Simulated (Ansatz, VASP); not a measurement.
# KTaO3 in two plane-wave programs, part 2 of 2

Wanted: the spread between two codes on one cell, functional and k mesh. The cell is taken from a series of VASP runs on this material, whose earlier steps may have relaxed, scaled or displaced it; both programs get it as it stands.

VASP 6.6.1 and Ansatz 0.2.0.

So far: Set-up; VASP: band structure, HSE06.

## (3) Ansatz: band structure, HSE06

Level of this step: Ansatz beside VASP: Kohn-Sham DFT, plane waves, HSE06 (Ansatz).

Ansatz runs on its default PAW (the set named soft_2) files.

The same cell, functional, mesh and smearing now go to Ansatz, which takes its cutoff from its data sets.

input.yaml

```yaml
crystal:
  lattice:
    - [3.9883, 0.0, 0.0]
    - [0.0, 3.9883, 0.0]
    - [0.0, 0.0, 3.9883]
  atoms:
    - { symbol: Ta, position: [0.0, 0.0, 0.0] }
    - { symbol: K, position: [0.5, 0.5, 0.5] }
    - { symbol: O, position: [0.0, 0.0, 0.5] }
    - { symbol: O, position: [0.0, 0.5, 0.0] }
    - { symbol: O, position: [0.5, 0.0, 0.0] }
hamiltonian:
  xc: { exchange: pbe, correlation: pbe, exx: { coeff: 0.25, omega: 0.2 } }
  pseudopotentials: { kind: paw }
kpoints:
  mp_grid: { grid: [4, 4, 4] }
  band_path:
    path:
      - [0.0, 0.0, 0.0]
      - [0.0, 0.28571, 0.0]
      - [0.0, 0.5, 0.0]
      - [0.28571, 0.5, 0.0]
      - [0.42857, 0.42857, 0.0]
      - [0.14286, 0.14286, 0.0]
      - [0.07143, 0.07143, 0.07143]
      - [0.35714, 0.35714, 0.35714]
      - [0.5, 0.5, 0.5]
      - [0.35714, 0.5, 0.35714]
      - [0.07143, 0.5, 0.07143]
      - [0.5, 0.5, 0.14286]
      - [0.5, 0.5, 0.5]
    npoints: 1
scf:
  occupations: { method: gaussian, width: 0.03 }
  n_extra_bands: 8
output:
  forces: true
  stress: true
  eigenvalues: true
```

The run is started by

```console
$ ansatz run input.yaml --threads 4 --pin off --max-ram 9216MiB --backend cpu --events-out ev --progress --plain --runs-dir out
```

Numbers of over 12 decimals in the logs are rounded to 6 here.

Log:

```text
Warning: output.stress: scf.convergence.dr2_threshold = 1e-7 eV (the SCF's general default) is looser than the 5e-10 eV advised for a printed stress (1e-10 eV for each atom of the cell: 5). What an SCF threshold leaves in a stress goes as its square root, and in the free energy as the threshold itself, and one threshold admits the most on a small cell: [figures from the program's tests cut] Set scf.convergence.dr2_threshold to 5e-10 eV or tighter. The threshold is an SCF's pass mark: one that does not reach it within its budget of iterations ends unconverged, or closes short of it on a stop that the run arms, and scf.convergence.dr2_threshold's page says what that costs each kind of run
Warning: output.stress: scf.exx.energy_threshold = 1e-6 eV is looser than the 5e-8 eV advised for a stress under a hybrid functional (1e-8 eV for each atom of the cell: 5). Every SCF of the exchange loop can meet its threshold on dr2 while the loop round them stops early: no threshold on dr2 bounds what that leaves in the stress. Set scf.exx.energy_threshold to 5e-8 eV or tighter. The threshold is the loop's pass mark: a loop that does not reach it within its budget of cycles ends unconverged, and scf.exx.energy_threshold's page has the law
scf.n_extra_bands = 8 over 20 filled bands (N_el = 40.0): the run solves 28 bands
Engine: ansatz 0.2.0, aarch64-unknown-linux-gnu
Pseudopotentials: kind: paw
Pseudopotential: Ta, paw, valence charge 13, recommended cutoff 420 eV (normal), Ta.paw.azcp
Pseudopotential: K, paw, valence charge 9, recommended cutoff 420 eV (normal), K.paw.azcp
Pseudopotential: O, paw, valence charge 6, recommended cutoff 420 eV (normal), O.paw.azcp
Functional definition: unnamed
  parameter a_1 = 0.25
  parameter omega_1 = 0.2/angstrom
  exchange = pbe_x + (-a_1)*pbe_x_sr(omega_1) + a_1*exact_x_sr(omega_1)
  correlation = pbe_c
Crystal: 5 atoms, lattice volume = 63.440 Å³
Basis set: ecut = 420 eV, 1237 PW (Γ), exchange–correlation on 54×54×54 points (8 copies of the dense FFT grid, shifted against one another)
Bands: 28, of which v1, the nominal top of the filled ones, is band 20 counted from 1 (19 counted from 0)
Symmetry: 48 space group operations
Space group: Pm-3m (ITA 221), of the structure as read, at distance tolerance 4.0e-5 Å
k-points: 10 of 64
Non-local potential: Ta, projectors of the file, l = 0: 3, l = 1: 2, l = 2: 2, l = 3: 1
Non-local potential: K, projectors of the file, l = 0: 3, l = 1: 2, l = 2: 2
Non-local potential: O, projectors of the file, l = 0: 2, l = 1: 2, l = 2: 1
PAW form: soft (Blöchl's): semilocal exchange-correlation on the pseudo side does not see the compensation charge
PAW frozen core: Ta, regenerated for the run's functional, and the local potential with it (the file was generated under x = pbe(κ = 0.804, μ = 0.219515), c = pbe(β = 0.066725))
PAW frozen core: K, regenerated for the run's functional, and the local potential with it (the file was generated under x = pbe(κ = 0.804, μ = 0.219515), c = pbe(β = 0.066725))
PAW frozen core: O, regenerated for the run's functional, and the local potential with it (the file was generated under x = pbe(κ = 0.804, μ = 0.219515), c = pbe(β = 0.066725))
PAW one-centre angular grid: Ta, 590 points (default); XC on 64 Gauss nodes
PAW one-centre angular grid: K, 110 points (default); XC on 64 Gauss nodes
PAW one-centre angular grid: O, 110 points (default); XC on 96 Gauss nodes
Initial density: superposition of atomic densities (neutral atoms: chi_scale 0, normalization atom), corrected by the library's trained network
Initial wavefunctions: pseudopotential atomic-orbital guess
Functional: x = pbe(κ = 0.804, μ = 0.219515), c = pbe(β = 0.066725), warm-up for x = pbe(κ = 0.804, μ = 0.219515) + 0.25 (exact − pbe) at short range (hse, ω = 0.2 Å⁻¹), c = pbe(β = 0.066725)
SCF iter   1: F=—  HF=-13178.178056 eV  |F-HF|=—  |Δ(HF+E_count)|=         —  Δρ=3.91e-3  dr2=1.33e-2  ethr=1.77e-3  ⟨swp⟩=12.6  Hψ=1353  notcnv=0
preconditioner: auto → none  [insulator: Δε(μ)=2.335 eV  Ē_g=14.721 eV  σ=0.030 eV  W_gap=1.00  n_scr=18 (ndim 8)  ℏωp=25.5 eV  f_vac=0.012  D(μ)=0.00/eV (n_scr^D=0)]
SCF iter   2: F=—  HF=-13178.176775 eV  |F-HF|=—  |Δ(HF+E_count)|=   1.28e-3  Δρ=3.77e-3  dr2=8.13e-3  ethr=3.33e-5  ⟨swp⟩=5.4  Hψ=852  notcnv=0  defer=6
iter 3 solved again at ethr=2.19e-7 eV; its pass at ethr=2.03e-5 eV (dr2=8.77e-5 eV) is discarded
SCF iter   3: F=-13178.174967 eV  HF=-13178.174930 eV  |F-HF|=3.71e-5  |Δ(HF+E_count)|=   1.85e-3  Δρ=5.35e-4  dr2=9.65e-5  ethr=2.19e-7  ⟨swp⟩=3.8  Hψ=1223  notcnv=0  defer=2
SCF 1 stopped early in 3 iterations: F = -13178.174967 eV  dr2 = 9.65e-5
  greatest PAW one-centre occupation: 0.998 electrons in one spin orbital (limit 2), on the Ta atom at site 0 (counted from 0), in its partial waves of l = 0
Initial density: handed on by an earlier stage of this run
Initial wavefunctions: those handed on with the density
Functional: x = pbe(κ = 0.804, μ = 0.219515) + 0.25 (exact − pbe) at short range (hse, ω = 0.2 Å⁻¹), c = pbe(β = 0.066725)
Exchange kernel: α = 0.2500, screened, ω = 0.2000 Å⁻¹, Wigner–Seitz truncation, v(0) = 1113.2534 eV·Å³, q-mesh 4×4×4, nearest image of the exchange supercell L = 15.95 Å, pair-density grid 20×20×20, without the augmentation charges, whose exchange is taken in its separable form by FFT convolution over the k-point mesh (sized by the pseudopotential files, 27×27×27 at the most), smooth part of the exact exchange by density-matrix convolution
Frozen-core exchange: fock
SCF iter   1: F=—  HF=-13179.147844 eV  |F-HF|=—  |Δ(HF+E_count)|=         —  Δρ=1.32e-2  dr2=1.82e-1  ethr=2.41e-6  ⟨swp⟩=8.3  Hψ=1359  notcnv=0
preconditioner: auto → none  [insulator: Δε(μ)=3.954 eV  Ē_g=17.117 eV  σ=0.030 eV  W_gap=1.00  n_scr=18 (ndim 8)  ℏωp=25.5 eV  f_vac=0.012  D(μ)=0.00/eV (n_scr^D=0)]
SCF iter   2: F=—  HF=-13179.102287 eV  |F-HF|=—  |Δ(HF+E_count)|=   4.56e-2  Δρ=1.07e-2  dr2=6.04e-2  ethr=2.41e-6  ⟨swp⟩=5.2  Hψ=1098  notcnv=0
SCF iter   3: F=—  HF=-13179.089757 eV  |F-HF|=—  |Δ(HF+E_count)|=   1.25e-2  Δρ=2.49e-3  dr2=4.79e-3  ethr=2.41e-6  ⟨swp⟩=4.4  Hψ=905  notcnv=0
SCF iter   4: F=—  HF=-13179.105206 eV  |F-HF|=—  |Δ(HF+E_count)|=   1.54e-2  Δρ=1.83e-3  dr2=2.41e-3  ethr=2.41e-6  ⟨swp⟩=4.3  Hψ=813  notcnv=0
SCF iter   5: F=—  HF=-13179.104529 eV  |F-HF|=—  |Δ(HF+E_count)|=   6.77e-4  Δρ=4.71e-4  dr2=8.05e-5  ethr=2.41e-6  ⟨swp⟩=3.3  Hψ=534  notcnv=0
SCF iter   6: F=-13179.104681 eV  HF=-13179.104668 eV  |F-HF|=1.29e-5  |Δ(HF+E_count)|=   1.39e-4  Δρ=1.50e-4  dr2=7.70e-6  ethr=1.57e-7  ⟨swp⟩=3.7  Hψ=649  notcnv=0
SCF 2 stopped early in 6 iterations: F = -13179.104681 eV  dr2 = 7.70e-6
  greatest PAW one-centre occupation: 0.997 electrons in one spin orbital (limit 2), on the Ta atom at site 0 (counted from 0), in its partial waves of l = 0
hybrid outer 1: dexx = +1.722e-2 eV, tail = 4.56e-5 eV
Exchange kernel: α = 0.2500, screened, ω = 0.2000 Å⁻¹, Wigner–Seitz truncation, v(0) = 1113.2534 eV·Å³, q-mesh 4×4×4, nearest image of the exchange supercell L = 15.95 Å, pair-density grid 20×20×20, without the augmentation charges, whose exchange is taken in its separable form by FFT convolution over the k-point mesh (sized by the pseudopotential files, 27×27×27 at the most), smooth part of the exact exchange by density-matrix convolution
Frozen-core exchange: fock
SCF iter   1: F=—  HF=-13179.104296 eV  |F-HF|=—  |Δ(HF+E_count)|=         —  Δρ=4.60e-5  dr2=8.16e-7  ethr=5.71e-7  ⟨swp⟩=5.7  Hψ=737  notcnv=0
preconditioner: auto → none  [insulator: Δε(μ)=3.592 eV  Ē_g=16.948 eV  σ=0.030 eV  W_gap=1.00  n_scr=18 (ndim 8)  ℏωp=25.5 eV  f_vac=0.012  D(μ)=0.00/eV (n_scr^D=0)]
SCF iter   2: F=—  HF=-13179.104297 eV  |F-HF|=—  |Δ(HF+E_count)|=   1.29e-6  Δρ=2.79e-5  dr2=2.86e-7  ethr=1.63e-9  ⟨swp⟩=4.3  Hψ=747  notcnv=0  defer=2
SCF iter   3: F=—  HF=-13179.104297 eV  |F-HF|=—  |Δ(HF+E_count)|=   7.56e-8  Δρ=1.06e-5  dr2=1.91e-8  ethr=6.57e-10  ⟨swp⟩=3.5  Hψ=536  notcnv=0
SCF iter   4: F=-13179.104297 eV  HF=-13179.104297 eV  |F-HF|=2.40e-10  |Δ(HF+E_count)|=   2.71e-9  Δρ=7.59e-7  dr2=3.14e-9  ethr=4.07e-11  ⟨swp⟩=3.7  Hψ=661  notcnv=0  defer=1
SCF 3 converged in 4 iterations: F = -13179.104297 eV  dr2 = 3.14e-9
  Residual-converged pass: ⟨swp⟩=3.0  Hψ=548  notcnv=0  max |occ|·‖R‖ = 2.4e-6 eV (tolerance 2.4e-6 eV)  dr2=3.19e-9  dr2_onsite=3.09e-11  max |Δocc| = 0.0e0
hybrid outer 2: dexx = +1.067e-6 eV, tail = 2.23e-8 eV, Δε = 2.84e-3 eV (about 7.39e-5 eV left of the loop's levels)
NSCF: frozen V_eff on 13 k-points
hybrid SCF converged: 2 outer / 10 inner (+3 warm-up), last move |dexx| = 1.07e-6 eV, tail = 2.23e-8 eV
Stability not checked: this state was not tested for a lower state beside it, because the functional holds exact exchange (a hybrid, or Hartree-Fock), whose exchange loop this test does not read (fock_operator; see scf.lower_state_search)
Free energy (F): -13179.104297 eV
Frozen-core exchange: fock
Harris-Foulkes:  -13179.104297 eV  (|F-HF|=2.40e-10)
Internal energy: -13179.104297 eV  (E = F + TS)
E sigma→0 (E₀):  -13179.104297 eV
Fermi energy:    9.486871 eV
--- Per-component energies (eV) ---
  E_band       = -333.244515
  E_kinetic    = 1146.877810
  E_local      = -2214.362060  (includes V_loc(G=0)·N_el)
  E_nonlocal   = 168.731886
  E_hartree    = 773.975208
  E_xc         = -459.738691
  E_vxc        = -517.648708  (∫ρ·V_xc dr)
  E_exx        = -119.251430  (= α·E_x^exact, valence–valence)
  E_paw        = -9650.432959  (= ΣΔE_a)
  E_vpaw       = -226.298296  (= ΣTr[D̂ρ^β])
  E_aug_tail   = 0.007366  (compensation charges beyond the density's cutoff)
  E_ewald      = -2821.337382
  E_core_change = -3.574049  (= ΣΔE_core)
  E_smearing   = -0.000000  (= −TS)
  E_closure    = 0.000004  (closes the sum)
  Σ components = -13179.104297   (vs F -13179.104297, Δ=0.00e0)
--- Forces (eV/Å), atoms counted from 1 ---
  atom   1  Ta    -0.00000000    -0.00000000    -0.00000000
  atom   2  K      0.00000000    -0.00000000    -0.00000000
  atom   3  O      0.00000000     0.00000000     0.00000000
  atom   4  O      0.00000000     0.00000000    -0.00000000
  atom   5  O      0.00000000    -0.00000000     0.00000000
  max |Σ_I F_I| component: 3.69e-29 eV/Å
--- Stress (GPa, compression-positive) ---
       -0.311638      -0.000000       0.000000
        0.000000      -0.311638       0.000000
        0.000000       0.000000      -0.311638
  P = ⅓ Tr σ = -0.3116 GPa (-3.116 kbar)
--- Band table (eV; the first three rows and the last of 10) ---
  k-point 0: bands = [... 16 lower, 6.5605, 7.0374, 7.0374, 7.0374, 11.2831, 11.2831, 11.2831, 16.0078, ... 4 higher]
  k-point 1: bands = [... 16 lower, 5.9197, 6.3177, 6.8646, 6.8646, 11.3642, 12.8436, 12.8436, 16.0581, ... 4 higher]
  k-point 2: bands = [... 16 lower, 5.4140, 6.0913, 6.7923, 6.7923, 11.4490, 14.3384, 14.3384, 16.0736, ... 4 higher]
  k-point 9: bands = [... 16 lower, 3.5083, 7.6907, 7.6907, 7.6907, 15.9847, 15.9847, 15.9847, 18.4562, ... 4 higher]
```

Run time: 73 s. Hardware: 4 threads of Arm Neoverse N1, shared host; peak memory 1.1 GiB; 4.4 min of CPU time.

The column dr2 measures how far the density is from self-consistency, as an energy; F and HF (Harris–Foulkes) agree once it is small.

## (4) Side by side

Known differences besides the potentials themselves: exact exchange at q = 0 is treated differently, which shows on coarse meshes; VASP keeps PBE cores, Ansatz makes them for the functional; the data sets hold 40 valence electrons in Ansatz (default PAW (the set named soft_2) files) and 38 in VASP; the cutoff is 420 eV in Ansatz and 460 eV in VASP; VASP takes a coarser grid for exact exchange (PRECFOCK = Fast). Total energies have different zeros and are not compared.

Compared:

| quantity | Ansatz | VASP | difference |
| --- | --- | --- | --- |
| gap over the path points (eV) | 3.592 | 3.506 | +0.086 |

Levels at points of the path, from each program's valence-band top (eV; 4 filled, then empty):

| k (reciprocal lattice) | Ansatz | VASP |
| --- | --- | --- |
| 0.000 0.000 0.000 | -1.13 -0.65 -0.65 -0.65 3.59 3.59 3.59 | -1.14 -0.65 -0.65 -0.65 3.51 3.51 3.51 |
| 0.000 0.286 0.000 | -1.91 -1.42 -0.84 -0.84 3.69 5.48 5.48 | -1.92 -1.43 -0.85 -0.85 3.60 5.41 5.41 |
| 0.000 0.500 0.000 | -2.28 -1.60 -0.90 -0.90 3.76 6.65 6.65 | -2.29 -1.60 -0.90 -0.90 3.67 6.57 6.57 |
| 0.286 0.500 0.000 | -1.68 -1.60 -1.51 -0.42 5.58 6.67 7.40 | -1.70 -1.62 -1.52 -0.42 5.50 6.60 7.32 |
| 0.429 0.429 0.000 | -1.77 -1.58 -1.53 -0.12 6.53 6.56 7.92 | -1.79 -1.59 -1.54 -0.12 6.46 6.48 7.84 |
| 0.143 0.143 0.000 | -1.30 -1.17 -0.97 -0.94 4.18 4.29 4.67 | -1.30 -1.18 -0.97 -0.95 4.10 4.21 4.59 |
| 0.071 0.071 0.071 | -1.08 -1.02 -0.82 -0.82 3.89 3.94 3.94 | -1.08 -1.03 -0.82 -0.82 3.80 3.86 3.86 |
| 0.357 0.357 0.357 | -3.88 -0.41 -0.41 -0.23 7.33 7.46 7.46 | -3.90 -0.41 -0.41 -0.24 7.25 7.38 7.38 |
| 0.500 0.500 0.500 | -4.18 0.00 0.00 0.00 8.29 8.29 8.29 | -4.21 0.00 0.00 0.00 8.21 8.21 8.21 |
| 0.357 0.500 0.357 | -3.88 -0.36 -0.26 -0.14 7.43 7.78 7.91 | -3.90 -0.36 -0.26 -0.14 7.35 7.70 7.83 |

Among the levels compared at these points, filled levels agree within 27 meV and empty ones within 88 meV.

## (5) What came out

- difference in gap over the path points (band structure, HSE06): 0.086 eV

What this shows: The difference in gap over the path points is 0.086 eV (band structure, HSE06), beyond the 0.08 eV picked in this series as the mark of a large difference. Such differences can come from data sets, numerical settings and the points named under the comparisons, not from the functional's error against experiment.

[Lines on the potential files, build, host, timing and source positions are cut from VASP's logs without a mark.]

[Logs are printed without paths, hosts, clocks, repeated set-up lines and the standing remarks that a program may print on its own settings, such as how far it seeks lower states.]

[Hosts, paths, dates, database ids (printed as entryN), source tags and the programs' standing remarks are cut or masked in the printed files.]
